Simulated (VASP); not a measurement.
**AlGa7O12: relaxation of cell and atoms with PBEsol**

The system is AlGa7O12.

```
Al Ga O
1.0
    -2.48587   -4.30565    0.00000
    -2.48587    1.43522    4.47537
    -4.97173    2.87043   -4.47537
Al Ga O
1 7 12
Direct
  0.50000 0.21192 0.14404
  0.00000 0.71192 0.64404
  0.50000 0.78808 0.35596
  0.00000 0.28808 0.85596
  0.50000 0.78808 0.85596
  0.00000 0.28808 0.35596
  0.50000 0.21192 0.64404
  0.00000 0.71192 0.14404
  0.34870 0.84870 0.09870
  0.84870 0.34870 0.59870
  0.84870 0.65130 0.90130
  0.34870 0.15130 0.40130
  0.30260 0.50000 0.75000
  0.80260 0.00000 0.25000
  0.65130 0.15130 0.90130
  0.15130 0.65130 0.40130
  0.15130 0.34870 0.09870
  0.65130 0.84870 0.59870
  0.69740 0.50000 0.25000
  0.19740 0.00000 0.75000
```

The cell was built by a generator and needn't be a form met in nature.

```
Program                : VASP 6.6.1
Task                   : relaxation of cell and atoms
Functional             : PBEsol
Potentials or basis    : VASP PAW PBE potentials, release 64 (Al, Ga_d, O)
Cutoff                 : 600 eV
k mesh                 : 6 × 6 × 4
Occupations            : gaussian, width 0.03 eV
Spin                   : no spin polarisation
Further INCAR settings : ALGO = Normal; EDIFF = 1e-06; IBRION = 2; EDIFFG = -0.01; NSW = 90; ISIF = 3
```

* Relaxed volume: 9.58 Å³/atom
* Relaxed cell: a = 4.975 Å, b = 5.309 Å, c = 7.280 Å, α = 95.11°, β = 90.00°, γ = 89.99°
* Space group after relaxing (to 0.05 Å): P1 (No. 1)
* Energy gained by relaxing: 9.1 meV/atom
* Ionic steps: 14
* Pressure after relaxing: 0.0 GPa
* Largest force after relaxing: 0.006 eV/Å
* Band gap on the k mesh: 2.99 eV, indirect (least direct gap 3.12 eV)

Forces on the atoms (eV/Å):
```
Al   0.003 -0.001 -0.002
Ga  -0.003  0.001  0.004
Ga   0.001 -0.004  0.001
Ga  -0.001  0.004  0.000
Ga  -0.005  0.000  0.002
Ga   0.005  0.001  0.001
Ga   0.001  0.001  0.003
Ga  -0.001 -0.001 -0.001
O    0.003 -0.002 -0.001
O   -0.001 -0.002  0.001
O    0.002  0.001 -0.001
O    0.001  0.002  0.002
O   -0.002  0.001  0.002
O   -0.003  0.000 -0.002
O   -0.001  0.000 -0.001
O    0.002  0.000 -0.003
O    0.001  0.000 -0.003
O   -0.002  0.001  0.001
O    0.000 -0.002 -0.005
O    0.000  0.000  0.002
```

Step by step:
| step | energy change (eV) | largest force (eV/Å) | pressure (GPa) | volume (Å³) |
| --- | --- | --- | --- | --- |
| 1 | 0.0000 | 1.1116 | 0.29 | 191.60 |
| 2 | -0.1440 | 0.4474 | -0.60 | 192.09 |
| 3 | -0.1443 | 0.4463 | -0.64 | 192.11 |
| 4 | -0.1713 | 0.2105 | 0.36 | 191.12 |
| 5 | -0.1714 | 0.2301 | 0.59 | 191.02 |
| 6 | -0.1795 | 0.1053 | -0.20 | 191.69 |
| 7 | -0.1795 | 0.1019 | -0.27 | 191.70 |
| 8 | -0.1813 | 0.0487 | 0.15 | 191.37 |
| 9 | -0.1813 | 0.0490 | 0.14 | 191.38 |
| 10 | -0.1817 | 0.0290 | -0.07 | 191.54 |
| 11 | -0.1817 | 0.0291 | -0.06 | 191.53 |
| 12 | -0.1819 | 0.0115 | 0.04 | 191.47 |
| 13 | -0.1819 | 0.0137 | 0.03 | 191.47 |
| 14 | -0.1819 | 0.0056 | -0.04 | 191.51 |

Final structure:
```
CELL_PARAMETERS angstrom
-2.48760 -4.30802 0.00015
-2.48739 1.43572 4.46541
-4.97772 2.87363 -4.46775
ATOMIC_POSITIONS crystal
Al 0.49965 0.20197 0.14910
Ga 0.00039 0.70993 0.64497
Ga 0.50155 0.78234 0.35507
Ga 0.99846 0.28674 0.86038
Ga 0.50012 0.79073 0.85726
Ga 0.99990 0.28758 0.35371
Ga 0.49903 0.21204 0.64378
Ga 0.00099 0.71128 0.14430
O 0.34771 0.85853 0.09970
O 0.84883 0.34776 0.59812
O 0.84980 0.65208 0.90184
O 0.35295 0.15513 0.39678
O 0.30333 0.50196 0.74958
O 0.79740 0.00173 0.24557
O 0.64725 0.15555 0.90966
O 0.14813 0.65421 0.40002
O 0.16525 0.34807 0.09916
O 0.65144 0.84943 0.59810
O 0.69120 0.49141 0.24399
O 0.19661 0.00155 0.74889
```

Levels at points of the mesh, in eV from the valence-band top:
```
           k point  band 80  band 81  band 82  band 83  band 84  band 85  band 86  band 87
(0.00, 0.00, 0.00)    -0.27    -0.22    -0.21    -0.14     2.99     6.48     6.66     6.69
(0.50, 0.00, 0.00)    -0.28    -0.26    -0.10    -0.06     5.77     5.80     6.24     6.42
(0.00, 0.50, 0.00)    -0.43    -0.35    -0.25    -0.22     5.55     5.71     6.80     6.92
(0.50, 0.50, 0.00)    -0.35    -0.30    -0.17    -0.11     6.43     6.53     6.68     6.96
(0.00, 0.00, 0.50)    -0.38    -0.29    -0.22    -0.19     4.67     4.91     6.52     6.80
(0.50, 0.00, 0.50)    -0.23    -0.21    -0.14    -0.12     6.30     6.31     6.41     6.44
(0.00, 0.50, 0.50)    -0.27    -0.26    -0.16    -0.14     5.79     5.94     6.32     6.49
(0.50, 0.50, 0.50)    -0.46    -0.36    -0.34    -0.33     6.53     6.66     6.74     6.85
```

It took 74 min on 8 MPI ranks on Intel(R) Xeon(R) Platinum 8375C CPU @ 2.90GHz (Ice Lake), on a shared host, peak memory 1.2 GiB a rank.

Caveat: the PAW data sets were made with another functional, which shifts forces and pressure a little. PBEsol gaps usually lie below the measured ones, often by a third to a half.
